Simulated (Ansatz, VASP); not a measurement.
# Cross-check of HC6 (C(110) slab, H on the bottom face) between VASP and Ansatz

One calculation is typed for both programs; each brings its own data sets. How far apart do they land? The cell is taken from a series of runs on this material, whose earlier steps may have relaxed, scaled, displaced or heated it; both programs get it as it stands.

Calculated with Ansatz 0.2.0; plane waves, with VASP 6.6.1 beside it; single point at LDA.

## (1) The structure

The cell holds 210 atoms: 180 C and 30 H. Its edges and angles: a = 12.611 Å, b = 10.701 Å, c = 19.196 Å, α = 90.0°, β = 90.0°, γ = 90.0°. It derives from C (diamond-structure). As first built, before any earlier steps moved the atoms (in the runner's words): diamond-structure C (a = 3.567 A), (110) slab of 6 atomic planes, 5 x 3 surface cells, H on the broken bonds of the bottom face; displaced by a Gaussian of 0.02 A. Vacuum lies along c.

## (2) Ansatz: single point, LDA

Ansatz runs on its default PAW (the set named soft_2) files.

A single point gives forces, pressure and levels at one fixed geometry, so differences don't come from the geometry; what else differs is listed under the comparison.

input.yaml reads:

```yaml
crystal:
  lattice:
    - [12.61125, 0.0, 0.0]
    - [0.0, 10.701, 0.0]
    - [0.0, 0.0, 19.19561]
  atoms:
    - { symbol: C, position: [0.90047, 0.16544, 0.35868] }
    - { symbol: C, position: [0.99961, 0.08516, 0.35876] }
    - { symbol: C, position: [0.00217, 0.99974, 0.4243] }
    - { symbol: C, position: [0.89902, 0.25417, 0.42472] }
    - { symbol: C, position: [0.9023, 0.16843, 0.49064] }
    - { symbol: C, position: [0.99946, 0.08842, 0.49128] }
    - { symbol: C, position: [0.00217, 0.00169, 0.55622] }
    - { symbol: C, position: [0.90177, 0.24913, 0.55497] }
    - { symbol: C, position: [0.89832, 0.16984, 0.62227] }
    - { symbol: C, position: [0.00297, 0.08428, 0.62295] }
    - { symbol: C, position: [0.00086, 0.00279, 0.6881] }
    - { symbol: C, position: [0.8974, 0.24821, 0.68652] }
    - { symbol: C, position: [0.09936, 0.16766, 0.358] }
    - { symbol: C, position: [0.20103, 0.07858, 0.36034] }
    - { symbol: C, position: [0.19908, 0.99802, 0.42638] }
    - { symbol: C, position: [0.1023, 0.25191, 0.42653] }
    - { symbol: C, position: [0.09824, 0.1641, 0.49125] }
    - { symbol: C, position: [0.19448, 0.0842, 0.49089] }
    - { symbol: C, position: [0.19832, 0.00311, 0.55391] }
    - { symbol: C, position: [0.09793, 0.24984, 0.55498] }
    - { symbol: C, position: [0.09746, 0.16618, 0.62293] }
    - { symbol: C, position: [0.20018, 0.08603, 0.62151] }
    - { symbol: C, position: [0.19795, 0.00549, 0.68805] }
    - { symbol: C, position: [0.10253, 0.2507, 0.68962] }
    - { symbol: C, position: [0.90051, 0.50141, 0.36069] }
    - { symbol: C, position: [3.0e-05, 0.41578, 0.35861] }
    - { symbol: C, position: [0.00192, 0.33337, 0.42492] }
    - { symbol: C, position: [0.8959, 0.58366, 0.42654] }
    - { symbol: C, position: [0.90223, 0.50351, 0.48898] }
    - { symbol: C, position: [0.99773, 0.41671, 0.49174] }
[... 174 atom lines left out ...]
    - { symbol: H, position: [0.69911, 0.56118, 0.31359] }
    - { symbol: H, position: [0.80167, 0.35689, 0.3133] }
    - { symbol: H, position: [0.50138, 0.89203, 0.3126] }
    - { symbol: H, position: [0.60281, 0.69371, 0.31372] }
    - { symbol: H, position: [0.70084, 0.89406, 0.31327] }
    - { symbol: H, position: [0.7985, 0.69394, 0.31268] }
kpoints:
  mp_grid: { grid: [1, 1, 1] }
hamiltonian:
  xc: lda
scf:
  occupations: { method: fermi_dirac, width: 0.05 }
output:
  forces: true
  populations: true
  dos:
    method: { smearing: { sigma: 0.15 } }
    de: 0.1
    projected:
      site_lists:
        C: [C]
        H: [H]
        hydrogen: [180, 181, 182, 183, 184, 185, 186, 187, 188, 189, 190, 191, 192, 193, 194, 195, 196, 197, 198, 199, 200, 201, 202, 203, 204, 205, 206, 207, 208, 209]
  eigenvalues: true
  write_density: true
  write_potential: true
  volumetric_format: npy
```

Run with:

```bash
> ansatz run input.yaml --threads 8 --pin off --max-ram 15872MiB --backend cpu --events-out ev --progress --plain --runs-dir out
```

Numbers of over 12 decimals in the logs are rounded to 6 here.

Log:

```text
Engine: ansatz 0.2.0, aarch64-unknown-linux-gnu
Pseudopotentials: kind: paw
Pseudopotential: C, paw, valence charge 4, recommended cutoff 420 eV (normal), C.paw.azcp
Pseudopotential: H, paw, valence charge 1, recommended cutoff 420 eV (normal), H.paw.azcp
Functional definition: SPW92
  exchange = slater_x
  correlation = pw_c
Crystal: 210 atoms, lattice volume = 2590.505 Å³
Basis set: ecut = 420 eV, 50557 PW (Γ)
Bands: 585, of which v1, the nominal top of the filled ones, is band 375 counted from 1 (374 counted from 0)
Symmetry: 1 space group operations
Space group: P1 (ITA 1), of the structure as read, at distance tolerance 1.4e-4 Å
k-points: 1
Non-local potential: C, projectors of the file, l = 0: 2, l = 1: 2, l = 2: 1
Non-local potential: H, projectors of the file, l = 0: 2, l = 1: 1
PAW form: soft (Blöchl's): semilocal exchange-correlation on the pseudo side does not see the compensation charge
PAW frozen core: C, regenerated for the run's functional, and the local potential with it (the file was generated under x = pbe(κ = 0.804, μ = 0.219515), c = pbe(β = 0.066725))
PAW one-centre angular grid: C, 110 points (default); XC on 64 Gauss nodes
PAW one-centre angular grid: H, 110 points (default); XC on 64 Gauss nodes
Initial density: superposition of atomic densities (neutral atoms: chi_scale 0, normalization atom), corrected by the library's trained network
Initial wavefunctions: pseudopotential atomic-orbital guess
Functional: x = slater, c = lda
SCF iter   1: F=—  HF=-44144.036776 eV  |F-HF|=—  |Δ(HF+E_count)|=         —  Δρ=1.02e-2  dr2=1.48e1  ethr=1.77e-3  ⟨swp⟩=7.0  Hψ=3087  notcnv=0  defer=175
preconditioner: auto → LDOS  [insulator: Δε(μ)=0.304 eV  Ē_g=15.530 eV  σ=0.050 eV  W_gap=0.52  n_scr=470 (ndim 8)  ℏωp=20.0 eV  f_vac=0.489  D(μ)=27.69/eV (n_scr^D=116)  ε∞_Penn≈2.7  β→1.0]
SCF iter   2: F=—  HF=-44142.865313 eV  |F-HF|=—  |Δ(HF+E_count)|=    1.17e0  Δρ=4.90e-3  dr2=2.37e0  ethr=1.77e-3  ⟨swp⟩=2.0  Hψ=711  notcnv=0  defer=190
SCF iter   3: F=—  HF=-44143.020658 eV  |F-HF|=—  |Δ(HF+E_count)|=   1.55e-1  Δρ=4.94e-3  dr2=2.26e0  ethr=3.16e-4  ⟨swp⟩=4.0  Hψ=894  notcnv=0  defer=190
SCF iter   4: F=—  HF=-44142.380593 eV  |F-HF|=—  |Δ(HF+E_count)|=   6.40e-1  Δρ=1.30e-3  dr2=1.49e-1  ethr=3.02e-4  ⟨swp⟩=3.0  Hψ=931  notcnv=0  defer=190
SCF iter   5: F=—  HF=-44142.360669 eV  |F-HF|=—  |Δ(HF+E_count)|=   1.99e-2  Δρ=5.82e-4  dr2=3.17e-2  ethr=1.99e-5  ⟨swp⟩=2.0  Hψ=746  notcnv=0  defer=190
SCF iter   6: F=—  HF=-44142.353941 eV  |F-HF|=—  |Δ(HF+E_count)|=   6.73e-3  Δρ=2.07e-4  dr2=1.29e-3  ethr=4.23e-6  ⟨swp⟩=3.0  Hψ=691  notcnv=0  defer=190
SCF iter   7: F=—  HF=-44142.353966 eV  |F-HF|=—  |Δ(HF+E_count)|=   2.47e-5  Δρ=5.96e-5  dr2=9.37e-5  ethr=1.72e-7  ⟨swp⟩=3.0  Hψ=808  notcnv=0  defer=190
SCF iter   8: F=—  HF=-44142.355710 eV  |F-HF|=—  |Δ(HF+E_count)|=   1.74e-3  Δρ=1.57e-5  dr2=1.24e-5  ethr=1.25e-8  ⟨swp⟩=2.0  Hψ=855  notcnv=0  defer=190
SCF iter   9: F=—  HF=-44142.355712 eV  |F-HF|=—  |Δ(HF+E_count)|=   1.62e-6  Δρ=6.19e-6  dr2=2.11e-6  ethr=1.66e-9  ⟨swp⟩=2.0  Hψ=723  notcnv=0  defer=190
SCF iter  10: F=—  HF=-44142.355712 eV  |F-HF|=—  |Δ(HF+E_count)|=   1.72e-8  Δρ=2.47e-6  dr2=2.41e-7  ethr=2.81e-10  ⟨swp⟩=3.0  Hψ=750  notcnv=0  defer=190
SCF iter  11: F=-44142.355712 eV  HF=-44142.355712 eV  |F-HF|=3.65e-8  |Δ(HF+E_count)|=   9.10e-8  Δρ=1.13e-6  dr2=2.43e-8  ethr=1.33e-11  ⟨swp⟩=37.0  Hψ=7484  notcnv=0
SCF 1 converged in 11 iterations: F = -44142.355712 eV  dr2 = 2.43e-8
  greatest PAW one-centre occupation: 0.649 electrons in one spin orbital (limit 2), on the C atom at site 84 (counted from 0), in its partial waves of l = 0
[...]
--- Löwdin populations: 210 sites ---
  site symbol       q [e]
     0      C      4.1382
     1      C      4.1341
     2      C      3.9807
     3      C      3.9804
     4      C      3.9835
     5      C      3.9806
     6      C      3.9900
     7      C      3.9880
     8      C      3.9622
     9      C      3.9625
    10      C      3.9967
    11      C      4.0056
    12      C      4.1260
    13      C      4.1303
    14      C      3.9780
    15      C      3.9819
    16      C      3.9790
    17      C      3.9816
    18      C      3.9878
    19      C      3.9903
    20      C      3.9551
    21      C      3.9622
    22      C      4.0065
    23      C      4.0037
[...]
202      H      0.8346
   203      H      0.8369
   204      H      0.8170
   205      H      0.8448
   206      H      0.8312
   207      H      0.8437
   208      H      0.8376
   209      H      0.8303
  spilling = 0.005087 (of n_electrons = 750.000000)
```

## (3) VASP: single point, LDA

The same cell, functional (in two slightly different forms), mesh and smearing now go to VASP, with its own data sets.

Lines of VASP's logs that name or quote its potential files are left out, and so is its time.

INCAR reads:

```
SYSTEM = HC6
PREC = Accurate
ENCUT = 520
EDIFF = 1E-06
NELM = 120
ISMEAR = -1
SIGMA = 0.05
LREAL = Auto
ALGO = Normal
GGA = CA
NBANDS = 522
LORBIT = 11
LWAVE = .FALSE.
LCHARG = .FALSE.
ISIF = 2
LASPH = .TRUE.
GGA_COMPAT = .FALSE.
EFERMI = MIDGAP
```

POSCAR reads:

```
HC6
1.0
   12.6112500000      0.0000000000      0.0000000000
    0.0000000000     10.7010000000      0.0000000000
    0.0000000000      0.0000000000     19.1956100000
C H
180 30
Direct
    0.9004700000      0.1654400000      0.3586800000
    0.9996100000      0.0851600000      0.3587600000
    0.0021700000      0.9997400000      0.4243000000
    0.8990200000      0.2541700000      0.4247200000
    0.9023000000      0.1684300000      0.4906400000
    0.9994600000      0.0884200000      0.4912800000
    0.0021700000      0.0016900000      0.5562200000
    0.9017700000      0.2491300000      0.5549700000
    0.8983200000      0.1698400000      0.6222700000
    0.0029700000      0.0842800000      0.6229500000
    0.0008600000      0.0027900000      0.6881000000
    0.8974000000      0.2482100000      0.6865200000
    0.0993600000      0.1676600000      0.3580000000
    0.2010300000      0.0785800000      0.3603400000
    0.1990800000      0.9980200000      0.4263800000
    0.1023000000      0.2519100000      0.4265300000
    0.0982400000      0.1641000000      0.4912500000
    0.1944800000      0.0842000000      0.4908900000
    0.1983200000      0.0031100000      0.5539100000
    0.0979300000      0.2498400000      0.5549800000
    0.0974600000      0.1661800000      0.6229300000
    0.2001800000      0.0860300000      0.6215100000
    0.1979500000      0.0054900000      0.6880500000
    0.1025300000      0.2507000000      0.6896200000
    0.9005100000      0.5014100000      0.3606900000
    0.0000300000      0.4157800000      0.3586100000
    0.0019200000      0.3333700000      0.4249200000
    0.8959000000      0.5836600000      0.4265400000
    0.9022300000      0.5035100000      0.4889800000
    0.9977300000      0.4167100000      0.4917400000
[... 174 atom lines left out ...]
    0.6991100000      0.5611800000      0.3135900000
    0.8016700000      0.3568900000      0.3133000000
    0.5013800000      0.8920300000      0.3126000000
    0.6028100000      0.6937100000      0.3137200000
    0.7008400000      0.8940600000      0.3132700000
    0.7985000000      0.6939400000      0.3126800000
```

KPOINTS reads:

```
Automatic mesh
0
Gamma
1 1 1
0 0 0
```

The projector-augmented-wave data sets are C and H (LDA family, release 64).

Run with:

```bash
> export OMP_NUM_THREADS=4
> mpirun -np 1 vasp_gam
```

Log:

```text
[banner, memory and clock lines left out]
running    1 mpi-ranks, on    1 nodes
[...]
Offloading initialized ...    1 GPUs detected
[...]
LDA part: xc-table for (Slater(with rela. corr.)+CA(PZ))
 , standard interpolation
 POSCAR, INCAR and KPOINTS ok, starting setup
[...]
entering main loop
       N       E                     dE             d eps       ncg     rms          rms(c)
DAV:   1     0.703766998546E+04    0.70377E+04   -0.39716E+05  1060   0.136E+03
DAV:   2    -0.108396480304E+04   -0.81216E+04   -0.77207E+04  1472   0.336E+02
DAV:   3    -0.192200431949E+04   -0.83804E+03   -0.82647E+03  1296   0.111E+02
DAV:   4    -0.195244508534E+04   -0.30441E+02   -0.30299E+02  1416   0.235E+01
[...]
DAV:  31    -0.186257787424E+04   -0.57984E-05   -0.32390E-07   848   0.454E-04    0.264E-04
DAV:  32    -0.186257787560E+04   -0.13587E-05   -0.14361E-07   856   0.278E-04    0.197E-04
DAV:  33    -0.186257787624E+04   -0.63435E-06   -0.56464E-08   816   0.189E-04
   1 F= -.18625779E+04 E0= -.18625754E+04  d E =-.485328E-02
```

From OUTCAR (step 3):

```text
  FREE ENERGIE OF THE ION-ELECTRON SYSTEM (eV)
  ---------------------------------------------------
  free  energy   TOTEN  =     -1862.5778762353 eV

  energy  without entropy=    -1862.5730229579  energy(sigma->0) =    -1862.57544960
```

## (4) Differences

Known differences besides the potentials themselves: the two LDA forms differ slightly; the cutoff is 420 eV in Ansatz and 520 eV in VASP (PREC = Accurate, projectors in real space); VASP's log shows a relativistic correction to its local exchange, Ansatz's none. Total energies have different zeros and are not compared.

Compared:

```
              quantity  Ansatz   VASP  difference
gap on the k mesh (eV)   0.670  0.676      -0.006
```

Forces on 9 of the 210 atoms, those with the largest forces and the largest differences (eV/Å; atoms numbered as in POSCAR):

```csv
atom,"Ansatz x, y, z","VASP x, y, z"
C12,"1.172, 5.144, -1.032","1.191, 5.124, -0.978"
C23,"0.638, -5.223, -1.712","0.648, -5.201, -1.666"
C47,"0.562, -5.234, -0.890","0.570, -5.212, -0.840"
C95,"0.998, -5.354, -0.481","1.006, -5.336, -0.429"
C96,"-0.978, 4.605, -1.646","-0.991, 4.571, -1.596"
C132,"-0.175, 4.872, -1.700","-0.185, 4.842, -1.651"
C144,"-0.401, 4.896, -1.684","-0.417, 4.871, -1.635"
C145,"-0.313, -3.072, 4.201","-0.313, -3.056, 4.183"
C167,"0.584, -4.000, -1.531","0.597, -3.961, -1.486"
```

The forces differ by 17 meV/Å r.m.s., which is 1.2 % of the r.m.s. force of 1.475 eV/Å (both taken over all components). A gap on the mesh is an upper bound, since the band edges may lie between its points. With vacuum in the cell, a pressure given here is an average over mostly empty space and none of the material.

## (5) What came out

```json
{"r.m.s. force difference (single point, LDA)": "1.2 % of the r.m.s. force"}
```

In words: The r.m.s. force difference is 1.2 % of the r.m.s. force (single point, LDA), within the 3 % picked in this series as the mark of a large difference. Such differences can come from data sets, numerical settings and the points named under the comparisons, not from the functional's error against experiment.

[Lines on the potential files, build, host, timing and source positions are cut from VASP's logs without a mark.]

[Logs are printed without paths, hosts, clocks, repeated set-up lines and the standing remarks that a program may print on its own settings, such as how far it seeks lower states.]

[Hosts, paths, dates, database ids (printed as entryN), source tags and the programs' standing remarks are cut or masked in the printed files.]
